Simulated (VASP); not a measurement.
Consider the following.

```
BiGa
1.0
    0.00000     2.94216     2.94216
    2.94216     0.00000     2.94216
    2.94216     2.94216     0.00000
Ga Bi
1 1
Direct
  0.00000   0.00000   0.00000
  0.50000   0.50000   0.50000
```

Computed with PBEsol GGA, VASP's PBE PAW potentials (set 64) (plane waves; VASP 6.6.1). Run with 400 eV cut-off, 12×12×12 Γ-centred mesh, tetrahedra with Blöchl corrections, potentials Ga_d Bi_d.

Task: The job: GaBi (relaxed from the rock salt structure, space group Fm-3m), 2 atoms, PBEsol, static run, 400 eV, 12×12×12 Γ-centred mesh. Roughly how much core time does it take on a busy server core?

Result: About 30 core-seconds (one run on a shared machine, a rough figure). It had 72 irreducible k-points, 18 bands, up to 944 plane waves and 14 electronic steps.

The structure was generated: GaBi was put into the rock salt type (Fm-3m), which need not be its known phase. It was relaxed first.
